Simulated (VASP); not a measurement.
A convergence study with VASP on MgO (rock salt): one setting is varied, all else stays as given below, so the limit is that of these other settings. ε∞ is the independent-particle value.

```xyz
2
Lattice="0.0000 2.1050 2.1050 2.1050 0.0000 2.1050 2.1050 2.1050 0.0000" Properties=species:S:1:pos:R:3 pbc="T T T"
Mg     0.0000     0.0000     0.0000
O      2.1050     2.1050     2.1050
```

The numbers are results of PBEsol GGA, VASP's PBE PAW potentials (set 64) (plane waves; VASP), not measurements. The tightest run used: 700 eV cut-off, 9×9×9 Γ-centred mesh, Gaussian smearing of 0.050 eV, potentials Mg O.

```
setting     mean ε∞  bands
----------  -------  -----
NBANDS = 5     2.26      5
NBANDS = 6     2.62      6
NBANDS = 8     3.06      8
```

Question: These are the cheaper rows. Estimate the results at NBANDS = 132, and how far the last row shown lies from them.

Answer: 
| quantity | tightest run | last row shown is off by |
|---|---|---|
| mean ε∞ | 3.25 | -0.19 |

Left out are rungs that failed or repeat a setting and relaxations that didn't move; long series are thinned to 24 rows.

The compound is MgO in the rock salt structure. The cell was not relaxed at this level.
